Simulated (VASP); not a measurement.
Calculation: RPBE GGA, VASP's PBE PAW potentials (set 64) (plane waves; VASP).

Input for VASP

**POSCAR**
```
Cu
1
    0.0000000000     1.8201563102     1.8201563102
    1.8201563102     0.0000000000     1.8201563102
    1.8201563102     1.8201563102     0.0000000000
Cu
1
Direct
  0.0000000000   0.0000000000   0.0000000000
```

KPOINTS:
```
Automatic mesh
0
Gamma
17 17 17
0 0 0
```

**INCAR**
```
ISIF = 2   # forces and stress, cell fixed
ENCUT = 520   # plane-wave cut-off (eV)
SYSTEM = Cu
LCHARG = .False.
LREAL = .False.
LWAVE = .False.
ISMEAR = 1
LASPH = .True.
PREC = Accurate
LMAXMIX = 4   # l cut-off of mixed one-centre charges
ALGO = Normal   # blocked Davidson
EDIFF = 1E-7
GGA = RP
SIGMA = 0.1   # width (eV)
NELM = 100   # most electronic steps
```

POTCAR, in this order: Cu (PBE.64 set). Program: vasp_std.

Task: Estimate the energy per atom (σ→0), pressure, band gap (on the k-mesh).

Result: 
| Quantity | Result |
|---|---|
| energy per atom (σ→0) | -3.249 eV/atom |
| band gap (on the k-mesh) | none (metal, semimetal or under 0.01 eV) |
| pressure | 3.85 GPa |

File OSZICAR:
```
...
DAV:   7    -0.325960436039E+01    0.32322E+00   -0.24129E+00  3159   0.357E+01    0.626E-01
DAV:   8    -0.324937607147E+01    0.10228E-01   -0.49710E-03  3876   0.869E-01    0.233E-01
DAV:   9    -0.324841784561E+01    0.95823E-03   -0.75990E-03  3298   0.191E+00    0.332E-02
DAV:  10    -0.324841770751E+01    0.13810E-06   -0.32445E-05  4466   0.107E-01    0.123E-02
DAV:  11    -0.324841368692E+01    0.40206E-05   -0.48268E-06  3362   0.451E-02    0.429E-04
DAV:  12    -0.324841394022E+01   -0.25330E-06   -0.29954E-08  2088   0.265E-03    0.163E-04
DAV:  13    -0.324841400302E+01   -0.62792E-07   -0.72858E-09  1663   0.153E-03
   1 F= -.32484140E+01 E0= -.32485013E+01  d E =0.261815E-03
```

The compound is Cu in the fcc structure. This cell is one point of a volume scan, at 0.97 of the reference volume.
